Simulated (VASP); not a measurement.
Data:

```
Pd
1.0
    0.00000     1.93459     1.93459
    1.93459     0.00000     1.93459
    1.93459     1.93459     0.00000
Pd
1
Direct
  0.00000   0.00000   0.00000
```

All values below come from PBEsol GGA with spin-orbit coupling, VASP's PBE PAW potentials (set 64) (plane waves; VASP). Run with 400 eV cut-off, 15×15×15 Γ-centred mesh, Gaussian smearing of 0.050 eV, potentials Pd.

Task: What does the run give for the energy per atom (σ→0), band gap (over mesh and band path) with the smallest direct gap where there is one?

Result: 
```
Property                                                               Value
----------------------------------  ----------------------------------------
band gap (over mesh and band path)  none (metal, semimetal or under 0.01 eV)
energy per atom (σ→0)                                         -6010 meV/atom
```

The absolute energy has meaning only against runs of the same code, potentials and settings.

The structure comes from a measured Pd entry (Fm-3m) of the Crystallography Open Database, whose conditions weren't checked. It was relaxed first.
